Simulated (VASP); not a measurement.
Computed with PBEsol GGA, VASP's PBE PAW potentials (set 64) (plane waves; VASP 6.6.1).

VASP input:

POSCAR:
```
MgO
1
    0.0000000000     2.0086368012     2.0086368012
    2.0086368012     0.0000000000     2.0086368012
    2.0086368012     2.0086368012     0.0000000000
Mg O
1 1
Direct
  0.0000000000   0.0000000000   0.0000000000
  0.5000000000   0.5000000000   0.5000000000
```

KPOINTS:
```
kpoints
0
Gamma
 11 11 11
```

**INCAR**
```
! general
SYSTEM =MgO
PREC   =Accurate
ENCUT  =620
LREAL  =.FALSE.
LASPH  =.TRUE.

! electronic loop
EDIFF  =1E-6
NELM   =100
ALGO   =Normal

! smearing
ISMEAR =0
SIGMA  =0.05

! functional
GGA    =PS

! ions
IBRION =2
NSW    =40
ISIF   =3
EDIFFG =-0.02
PSTRESS=300

! output
LWAVE  =.FALSE.
LCHARG =.FALSE.
```

POTCAR, in this order: Mg O (PBE.64 set). Program: vasp_std.

Output

File OSZICAR:
```
       N       E                     dE             d eps       ncg     rms          rms(c)
DAV:   1     0.202339830235E+02    0.20234E+02   -0.55707E+03  1016   0.105E+03
DAV:   2    -0.133283731761E+02   -0.33562E+02   -0.32292E+02  1152   0.166E+02
DAV:   3    -0.137625303742E+02   -0.43416E+00   -0.43416E+00  1120   0.209E+01
DAV:   4    -0.137632305486E+02   -0.70017E-03   -0.70017E-03  1256   0.768E-01
DAV:   5    -0.137632311844E+02   -0.63585E-06   -0.63585E-06  1136   0.153E-02    0.690E+00
DAV:   6    -0.123474606485E+02    0.14158E+01   -0.80546E+00   896   0.210E+01    0.207E+00
DAV:   7    -0.123221426999E+02    0.25318E-01   -0.27426E-02   992   0.213E+00    0.126E+00
DAV:   8    -0.123091570680E+02    0.12986E-01   -0.13394E-02   944   0.187E+00    0.102E-01
DAV:   9    -0.123091522546E+02    0.48134E-05   -0.17945E-04  1256   0.121E-01    0.520E-02
DAV:  10    -0.123091843436E+02   -0.32089E-04   -0.26228E-05   936   0.607E-02    0.242E-03
DAV:  11    -0.123091841961E+02    0.14749E-06   -0.62038E-07   928   0.651E-03
   1 F= -.92742805E+01 E0= -.92742805E+01  d E =-.927428E+01
```

OUTCAR:
```
------------------------ aborting loop because EDIFF is reached ----------------------------------------
  FORCE on cell =-STRESS in cart. coord.  units (eV):
  Direction    XX          YY          ZZ          XY          YZ          ZX
  --------------------------------------------------------------------------------------
  Total        3.0303992      3.0303992      3.0303992      0.0000000      0.0000000     -0.0000000
  in kB      299.5547357    299.5547357    299.5547357      0.0000000      0.0000000     -0.0000000
  external PRESSURE =      -0.4452643 kB  Pullay stress =     300.0000000 kB
  volume of cell :       16.21
      direct lattice vectors                 reciprocal lattice vectors
     0.000000000  2.008636801  2.008636801    -0.248925042  0.248925042  0.248925042
     2.008636801  0.000000000  2.008636801     0.248925042 -0.248925042  0.248925042
     2.008636801  2.008636801  0.000000000     0.248925042  0.248925042 -0.248925042
  FREE ENERGIE OF THE ION-ELECTRON SYSTEM (eV)
  ---------------------------------------------------
  free  energy   TOTEN  =       -12.3091841961 eV

  energy  without entropy=      -12.3091841961  energy(sigma->0) =      -12.30918420
  enthalpy is  TOTEN    =        -9.2742805037 eV   P V=        3.0349036925

 reached required accuracy - stopping structural energy minimisation
```
(Selected blocks of OUTCAR.)

The structure was generated: MgO was put into the rock salt type (Fm-3m), which need not be its known phase. It was relaxed first under an external pressure of 30 GPa.
